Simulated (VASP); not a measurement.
Method: LDA (Ceperley-Alder, Perdew-Zunger), VASP's LDA PAW potentials (set 64) (plane waves; VASP).

The input files of a VASP run:

**KPOINTS**
```
Automatic mesh
0
Gamma
4 4 4
0 0 0
```

### POSCAR
```
BaHfO3
1
    4.1700000000     0.0000000000     0.0000000000
    0.0000000000     4.1700000000     0.0000000000
    0.0000000000     0.0000000000     4.1700000000
Ba Hf O
1 1 3
Direct
  0.0026340000   0.0061910000  -0.0054310000
  0.4968970000   0.4973550000   0.4976880000
  0.5005240000  -0.0049820000   0.5049240000
  0.0061370000   0.5092700000   0.5065190000
  0.4938080000   0.4921660000  -0.0037000000
```

### INCAR
```
SYSTEM = BaHfO3
PREC = Accurate
ENCUT = 400
EDIFF = 1E-8
NELM = 100
ALGO = Normal
LREAL = .FALSE.
LASPH = .TRUE.
ISMEAR = -1
SIGMA = 0.05
LMAXMIX = 6
LWAVE = .FALSE.
LCHARG = .FALSE.
ISIF = 2
LEPSILON = .TRUE.
IBRION = 8
NSW = 1
```

POTCAR, in this order: Ba_sv Hf_pv O (LDA.64 set). Program: vasp_std.

At this cut-off the stress carries a Pulay error, which pulls relaxed volumes low. Unless said otherwise, spin-orbit coupling is left out, though it shifts the bands of the heavy elements here.

Problem. What does the run give for the energy per atom (σ→0), pressure, largest force, band gap (on the k-mesh)?

Solution. 
The energy per atom (σ→0) is -9.527 eV/atom and the band gap (on the k-mesh) is 3.43 eV. The pressure comes out as -9.82 GPa and the largest force comes out as 0.491 eV/Å.

### OSZICAR
```
...
RMM:   8    -0.369891346622E+00    0.11423E-04   -0.87083E-07  3087   0.181E-03    0.550E-03
RMM:   9    -0.369890865764E+00    0.48086E-06   -0.96323E-07  3290   0.825E-04    0.211E-03
RMM:  10    -0.369890235909E+00    0.62986E-06    0.46490E-07  3430   0.355E-04    0.616E-04
RMM:  11    -0.369889702328E+00    0.53358E-06   -0.49954E-07  3508   0.221E-04    0.146E-04
RMM:  12    -0.369889741531E+00   -0.39203E-07    0.45382E-08  3617   0.168E-04    0.616E-05
RMM:  13    -0.369889691365E+00    0.50166E-07   -0.24144E-07  3653   0.152E-04    0.211E-05
RMM:  14    -0.369889690891E+00    0.47349E-09    0.85251E-09  3600   0.145E-04    0.576E-06
 Linear response finished
```

The structure is a typed BaHfO3 crystal. The cell was not relaxed at this level, atoms are displaced from their ideal sites. The run is one of a series of settings (EDIFF = 1E-8, IBRION = 8, LEPSILON = .TRUE., NSW = 1 against the base run), some of them coarse on purpose.
